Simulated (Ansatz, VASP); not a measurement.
# PN: VASP beside Ansatz

Wanted: the spread between two codes on one cell, functional and k mesh. The cell is generated by rule, not measured, and may not be a known phase. The cell is taken from a series of runs on this material, whose earlier steps may have relaxed, scaled, displaced or heated it; both programs get it as it stands.

Method: plane waves, with VASP 6.6.1 beside it; zone-centre phonons at PBE, in Ansatz 0.2.0.

The structure was built from a prototype and need not be the compound's stable phase.

## Step 1: Set-up

Symmetry: Fm-3m, No. 225, cubic system. Conventional cell: a = 4.352 Å, b = 4.352 Å, c = 4.352 Å, α = 90.00°, β = 90.00°, γ = 90.00°. Nearest to P lie 6 N at 2.18 Å. Nearest to N lie 6 P at 2.18 Å. Farther neighbours and most contacts between anions are not listed.

## Step 2: Ansatz: zone-centre phonons, PBE

Ansatz runs on its default PAW (the set named soft_2) files.

Second derivatives magnify differences that forces hide, and they need a tight electronic threshold.

Input file input.yaml:

```yaml
crystal:
  lattice:
    - [1.5385965437, 0.8883091287, 2.51251895]
    - [-1.5385965437, 0.8883091287, 2.51251895]
    - [0.0, -1.7766182573, 2.5125189501]
  atoms:
    - { symbol: P, position: [0.5, 0.5, 0.5] }
    - { symbol: "N", position: [0.0, 0.0, 0.0] }
kpoints:
  mp_grid: { grid: [16, 16, 16] }
hamiltonian:
  xc: pbe
scf:
  occupations: { method: gaussian, width: 0.02 }
output:
  eigenvalues: true
phonons:
  method: dfpt
  qmesh: [4, 4, 4]
  temperatures: { t_max: 1000, t_step: 50 }
  qpath:
    path:
      - [[0.0, 0.0, 0.0], [0.5, 0.50000017, 1.7e-07], [0.62500004, 0.62500026, 0.25000022]]
      - [[0.75000013, 0.37500039, 0.37500026], [0.0, 0.0, 0.0], [0.50000009, 0.50000026, 0.50000017], [0.75000009, 0.50000035, 0.25000026], [0.5, 0.50000017, 1.7e-07]]
    npoints: 10
```

Run with:

```
$ ansatz run input.yaml --threads 4 --pin off --max-ram 8192MiB --backend cpu --events-out ev --progress --plain --runs-dir out
```

Numbers of over 12 decimals in the logs are rounded to 6 here.

The log of the run:

```text
Warning: crystal.lattice misses the space group found at crystal.symmetry.tolerance 1.0e-5 in a digit that the deck types, which is why this is a warning: making the lattice exact moves one of its numbers by a whole unit of that number's last typed decimal, or more. The operation that it misses by the most changes a squared length by the fraction 9.87e-7. The run uses the lattice that is a stretch of the typed one, with no rotation, onto the one that keeps every operation to a double's rounding (on a very oblique basis the stretch itself rounds by more); the deck's lattice vector that moved farthest moved by 9.30e-7 Å. [rest of the remark cut]
Engine: ansatz 0.2.0, aarch64-unknown-linux-gnu
Pseudopotentials: kind: paw
Pseudopotential: P, paw, valence charge 5, recommended cutoff 420 eV (normal), P.paw.azcp
Pseudopotential: N, paw, valence charge 5, recommended cutoff 420 eV (normal), N.paw.azcp
Functional definition: PBE
  parameter kappa = 0.804
  parameter beta = 0.066725
  exchange = pbe_x(kappa = kappa, mu = beta*pi^2/3)
  correlation = pbe_c(beta = beta)
Crystal: 2 atoms, lattice volume = 20.604 Å³
Basis set: ecut = 420 eV, 411 PW (Γ), exchange–correlation on 48×48×48 points (8 copies of the dense FFT grid, shifted against one another)
Bands: 9, of which v1, the nominal top of the filled ones, is band 5 counted from 1 (4 counted from 0)
Symmetry: 48 space group operations
k-points: 145 of 4096
Non-local potential: P, projectors of the file, l = 0: 2, l = 1: 2, l = 2: 2
Non-local potential: N, projectors of the file, l = 0: 2, l = 1: 2, l = 2: 1
PAW form: soft (Blöchl's): semilocal exchange-correlation on the pseudo side does not see the compensation charge
PAW one-centre angular grid: P, 110 points (default); XC on 64 Gauss nodes
PAW one-centre angular grid: N, 110 points (default); XC on 64 Gauss nodes
Initial density: superposition of atomic densities (neutral atoms: chi_scale 0, normalization atom), corrected by the library's trained network
Initial wavefunctions: pseudopotential atomic-orbital guess
Functional: x = pbe(κ = 0.804, μ = 0.219515), c = pbe(β = 0.066725)
SCF iter   1: F=—  HF=-1137.392894 eV  |F-HF|=—  |Δ(HF+E_count)|=         —  Δρ=1.87e-3  dr2=3.36e-4  ethr=1.77e-3  ⟨swp⟩=6.2  Hψ=10264  notcnv=0
preconditioner: auto → none  [insulator: Δε(μ)=0.042 eV  Ē_g=12.840 eV  σ=0.020 eV  W_gap=0.50  n_scr=0 (ndim 8)  ℏωp=25.9 eV  f_vac=0.000  D(μ)=0.35/eV (n_scr^D=0)  ε∞_Penn≈5.1]
SCF iter   2: F=—  HF=-1137.392918 eV  |F-HF|=—  |Δ(HF+E_count)|=   2.41e-5  Δρ=9.42e-4  dr2=7.64e-5  ethr=3.36e-6  ⟨swp⟩=2.1  Hψ=3304  notcnv=0  defer=1
SCF iter   3: F=—  HF=-1137.392999 eV  |F-HF|=—  |Δ(HF+E_count)|=   8.08e-5  Δρ=5.70e-5  dr2=4.46e-7  ethr=7.64e-7  ⟨swp⟩=2.1  Hψ=1972  notcnv=0  defer=1
SCF iter   4: F=—  HF=-1137.393000 eV  |F-HF|=—  |Δ(HF+E_count)|=   1.03e-6  Δρ=1.50e-5  dr2=3.76e-8  ethr=4.46e-9  ⟨swp⟩=2.0  Hψ=1873  notcnv=0  defer=1
SCF iter   5: F=—  HF=-1137.393000 eV  |F-HF|=—  |Δ(HF+E_count)|=   5.07e-9  Δρ=2.63e-6  dr2=1.31e-9  ethr=3.76e-10  ⟨swp⟩=2.0  Hψ=1949  notcnv=0  defer=1
SCF iter   6: F=-1137.393000 eV  HF=-1137.393000 eV  |F-HF|=3.18e-12  |Δ(HF+E_count)|=  1.27e-11  Δρ=1.64e-7  dr2=5.92e-12  ethr=1.00e-12  ⟨swp⟩=4.4  Hψ=6644  notcnv=0
SCF 1 converged in 6 iterations: F = -1137.393000 eV  dr2 = 5.92e-12
  greatest PAW one-centre occupation: 0.876 electrons in one spin orbital (limit 2), on the P atom at site 0 (counted from 0), in its partial waves of l = 0
Initial density: read from a saved state, or passed on in memory by an earlier SCF of this step, an earlier step, the calling program or the single point that the run made first
iter 1 solved again at ethr=7.81e-9 eV; its pass at ethr=3.10e-3 eV (dr2=7.81e-7 eV) is discarded
SCF iter   1: F=—  HF=-1137.393000 eV  |F-HF|=—  |Δ(HF+E_count)|=         —  Δρ=3.25e-7  dr2=2.17e-11  ethr=7.81e-9  ⟨swp⟩=3.8  Hψ=14678  notcnv=0
preconditioner: auto → none  [insulator: Δε(μ)=0.042 eV  Ē_g=12.842 eV  σ=0.020 eV  W_gap=0.50  n_scr=0 (ndim 8)  ℏωp=25.9 eV  f_vac=0.000  D(μ)=0.35/eV (n_scr^D=0)  ε∞_Penn≈5.1]
iter 2 did not close the SCF: its close was put off for the readings that it lacked (scf_convergence_deferred on its scf_iter line)
SCF iter   2: F=-1137.393000 eV  HF=-1137.393000 eV  |F-HF|=2.27e-13  |Δ(HF+E_count)|=   1.08e-8  Δρ=1.03e-7  dr2=1.52e-12  ethr=1.00e-12  ⟨swp⟩=2.5  Hψ=2175  notcnv=0
iter 3 did not close the SCF: its close was put off for the readings that it lacked (scf_convergence_deferred on its scf_iter line)
SCF iter   3: F=-1137.393000 eV  HF=-1137.393000 eV  |F-HF|=4.55e-13  |Δ(HF+E_count)|=  2.27e-13  Δρ=5.29e-8  dr2=4.05e-13  ethr=1.00e-12  ⟨swp⟩=1.0  Hψ=1305  notcnv=0
iter 4 did not close the SCF: its close was put off for the readings that it lacked (scf_convergence_deferred on its scf_iter line)
SCF iter   4: F=-1137.393000 eV  HF=-1137.393000 eV  |F-HF|=0.00e0  |Δ(HF+E_count)|=  4.55e-13  Δρ=1.27e-8  dr2=2.76e-14  ethr=1.00e-12  ⟨swp⟩=1.0  Hψ=1305  notcnv=0
iter 5 did not close the SCF: its close was put off for the readings that it lacked (scf_convergence_deferred on its scf_iter line)
SCF iter   5: F=-1137.393000 eV  HF=-1137.393000 eV  |F-HF|=2.27e-13  |Δ(HF+E_count)|=  2.27e-13  Δρ=5.11e-9  dr2=4.61e-15  ethr=1.00e-12  ⟨swp⟩=1.0  Hψ=1305  notcnv=0
SCF iter   6: F=-1137.393000 eV  HF=-1137.393000 eV  |F-HF|=0.00e0  |Δ(HF+E_count)|=  2.27e-13  Δρ=2.26e-9  dr2=9.29e-16  ethr=1.00e-12  ⟨swp⟩=1.1  Hψ=3376  notcnv=0
SCF 2 converged in 6 iterations: F = -1137.393000 eV  dr2 = 9.29e-16
phonons: the bands overlap, so this run is a metal and interpolates without the dipole-dipole term. If the crystal is really an insulator or semiconductor, its LO-TO splitting is missing
NSCF: frozen V_eff on 145 k-points
NSCF: frozen V_eff on 621 k-points
DFPT response loops at q = (0, 0, 0) (fractional): preconditioner auto → Kerker (q_TF=auto, 2.419 Å⁻¹) (partly filled bands, converged f_vac=0.000); β = 1.00, the filter's whole step (`scf.mixing.beta` (0.50) is not read by the response loops under this deck's `scf.mixing.preconditioner`; to damp them name `kerker` or `kerker_dos`, under which they read `scf.mixing.beta`, and type it under 1.00, their step now; both keys bind the ground state too); Broyden in place of MSR1
NSCF: frozen V_eff on 4352 k-points
DFPT response loops at q = (0, 0, 0.25) (fractional): mixed as the last ones told, above
NSCF: frozen V_eff on 2196 k-points
DFPT response loops at q = (0, 0, -0.5) (fractional): mixed as the last ones told, above
NSCF: frozen V_eff on 4352 k-points
DFPT response loops at q = (0, 0.25, 0.25) (fractional): mixed as the last ones told, above
NSCF: frozen V_eff on 8192 k-points
DFPT response loops at q = (0, 0.25, -0.5) (fractional): mixed as the last ones told, above
NSCF: frozen V_eff on 8192 k-points
DFPT response loops at q = (0, 0.25, -0.25) (fractional): mixed as the last ones told, above
NSCF: frozen V_eff on 2196 k-points
DFPT response loops at q = (0, -0.5, -0.5) (fractional): mixed as the last ones told, above
NSCF: frozen V_eff on 4352 k-points
DFPT response loops at q = (0.25, -0.5, -0.25) (fractional): mixed as the last ones told, above
SCF converged after 6 iterations
Free energy (F): -1137.393000 eV
Harris-Foulkes:  -1137.393000 eV  (|F-HF|=3.18e-12)
Internal energy: -1137.392931 eV  (E = F + TS)
E sigma→0 (E₀):  -1137.392965 eV
Entropy (-TS):   -0.000069 eV (-0.035 meV/atom)
Fermi energy:    12.173848 eV
--- Per-component energies (eV) ---
  E_band       = 37.959644
  E_kinetic    = 195.768016
  E_local      = -179.287672  (includes V_loc(G=0)·N_el)
  E_nonlocal   = 80.037073
  E_hartree    = 51.312524
  E_xc         = -120.491452
  E_vxc        = -135.933706  (∫ρ·V_xc dr)
  E_paw        = -695.316624  (= ΣΔE_a)
  E_vpaw       = -25.249227  (= ΣTr[D̂ρ^β])
  E_aug_tail   = 0.000087  (compensation charges beyond the density's cutoff)
  E_ewald      = -469.414883
  E_smearing   = -0.000069  (= −TS)
  E_closure    = 0.000000  (closes the sum)
  Σ components = -1137.393000   (vs F -1137.393000, Δ=0.00e0)
--- Band table (eV; the first three rows and the last of 145) ---
  k-point 0: bands = ["-7.7701", "7.3293", "8.5480", "8.5480", "8.5480", "17.2234", "17.2234", "17.2234", "19.8571"]
  k-point 1: bands = ["-7.6960", "6.6263", "8.5383", "8.5383", "9.1079", "16.9220", "16.9220", "16.9580", "19.8692"]
  k-point 2: bands = ["-7.4747", "5.4378", "8.5142", "8.5142", "9.8710", "16.2081", "16.2081", "16.3404", "19.9104"]
  k-point 144: bands = ["-3.2665", "1.3639", "3.4227", "3.4227", "10.9566", "13.3999", "17.7095", "17.7095", "21.6824"]
--- Phonons (Γ-DFPT): 2 representative perturbations + reference (Σ response iterations 6) ---
  ASR residual: 1.049e-4 → 0.000e0 eV/Å²; symmetrization residual: 3.075e-7 eV/Å²
  ASR residual per site (eV/Å²): 3.10e-5 1.05e-4
  Γ frequencies (cm⁻¹): -562.60 -562.60 -562.60 0.00 0.00 0.00
--- Phonons (arbitrary-q DFPT): 8 irreducible q on the 4×4×4 mesh ---
  q = [0.0000, 0.0000, 0.0000] (star 1, of the zone-centre solve; hermiticity 5.48e-8, symmetrization 8.38e-15): -562.60 -562.60 -562.60 -0.00 0.00 0.00
  q = [0.0000, 0.0000, 0.2500] (star 8, 4 solved perturbations on 2176 of 4096 k-point pairs; hermiticity 6.13e-8, symmetrization 3.06e-8): -200.52 -200.52 160.87 160.87 207.93 398.80
  q = [0.0000, 0.0000, -0.5000] (star 4, 4 solved perturbations on 1098 of 4096 k-point pairs; hermiticity 2.54e-8, symmetrization 1.27e-8): 101.90 101.90 286.62 286.62 320.41 477.44
  q = [0.0000, 0.2500, 0.2500] (star 6, 2 solved perturbations on 2176 of 4096 k-point pairs; hermiticity 2.46e-8, symmetrization 7.41e-12): -477.77 -477.77 36.20 180.34 180.34 381.63
  q = [0.0000, 0.2500, -0.5000] (star 24, 4 solved perturbations on 4096 of 4096 k-point pairs: no pair is spared here; hermiticity 6.69e-8, symmetrization 9.41e-9): -330.23 -307.22 -164.21 247.71 290.67 399.85
  q = [0.0000, 0.2500, -0.2500] (star 12, 2 solved perturbations on 4096 of 4096 k-point pairs: no pair is spared here; hermiticity 4.15e-8, symmetrization 2.97e-14): -469.04 -80.09 257.11 260.50 265.82 419.45
  q = [0.0000, -0.5000, -0.5000] (star 3, 2 solved perturbations on 1098 of 4096 k-point pairs; hermiticity 1.46e-7, symmetrization 5.62e-12): -486.64 -486.64 -482.19 259.69 259.69 370.43
  q = [0.2500, -0.5000, -0.2500] (star 6, 2 solved perturbations on 2176 of 4096 k-point pairs; hermiticity 1.64e-7, symmetrization 5.04e-9): -472.11 -472.11 221.86 270.04 325.94 325.94
  sum rule: each row above includes the acoustic sum rule's correction from the zone centre's row sums; it moved no ω² by more than (1.43 cm⁻¹)²
  mesh force constants: q→R imaginary residual 1.71e-17; ASR residual 1.049e-4 → 0.000e0 eV/Å²; symmetrization residual 3.553e-15 eV/Å²
  interpolated dispersion: 62 rows × 6 modes
  density of states and harmonic sums: on the 24×24×24 q-mesh, interpolated from the force constants of a 4×4×4 supercell (no non-analytic term)
  largest difference from the sums on the solved wave vectors: F 1.65e-2 eV, S 2.58e-5 and C_V 9.29e-6 eV/K
  zero-point energy: 0.063520 eV/cell   skipped modes (ω ≤ 0): 935, of them read as no rigid motion or as one in doubt: 932 (2.251e0 modes/cell left out, lowest -562.60 cm⁻¹)   left out of the sums: 3.75e-1 of the cell's modes: C_V's classical limit lies that fraction below 3 k_B per atom; for a crystal, a wire or a layer, F and S can be off by more, and a phonons.interpolated_qmesh denser along its periods is the remedy for the sampling
```

[end of part 1 of 2]

[Lines on the potential files, build, host, timing and source positions are cut from VASP's logs without a mark.]

[Logs are printed without paths, hosts, clocks, repeated set-up lines and the standing remarks that a program may print on its own settings, such as how far it seeks lower states.]

[Hosts, paths, dates, database ids (printed as entryN), source tags and the programs' standing remarks are cut or masked in the printed files.]
